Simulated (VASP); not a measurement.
Consider the following.

```
AuCu
1.0
    2.80000     0.00000     0.00000
    0.00000     2.80000     0.00000
    0.00000     0.00000     3.67000
Cu Au
1 1
Direct
  0.00000   0.00000   0.00000
  0.50000   0.50000   0.50000
```

Level of theory: PBE GGA, VASP's PBE PAW potentials (set 64) (plane waves; VASP). Run with 300 eV cut-off, 12×12×10 Γ-centred mesh, Gaussian smearing of 0.27 eV, potentials Cu Au.

Task: Give the energies of bands 1 to 14 at the high-symmetry points, in eV from the Fermi level.

Result: 
```
band      Γ      X      M      Z      R      A
----  -----  -----  -----  -----  -----  -----
1     -9.88  -6.78  -7.21  -8.03  -7.03  -6.68
2     -6.68  -5.60  -5.89  -6.42  -6.72  -5.80
3     -6.53  -5.41  -5.89  -5.95  -4.54  -5.80
4     -4.10  -4.56  -5.68  -3.74  -4.12  -3.55
5     -4.10  -4.12  -1.74  -3.74  -4.11  -3.22
6     -3.02  -3.30  -1.71  -3.73  -2.73  -3.22
7     -2.86  -3.07  -1.65  -3.25  -1.85  -3.20
8     -2.16  -3.00  -1.64  -2.75  -1.74  -2.17
9     -1.71  -2.43  -1.38  -2.38  -1.61  -1.65
10    -1.48  -2.22  -1.38  -2.35  -1.56  -1.64
11    -1.48  -0.87   0.64  -2.35  -1.08   5.42
12     2.10  -0.12   0.64  -2.00  -1.08   5.54
13     8.14   9.47   5.22  14.41   2.73   5.54
14    10.07   9.56   6.96  14.67   4.47   6.26
```

It has no gap at this level: it comes out as a metal or semimetal.

The structure is a typed CuAu crystal. The cell was not relaxed at this level.
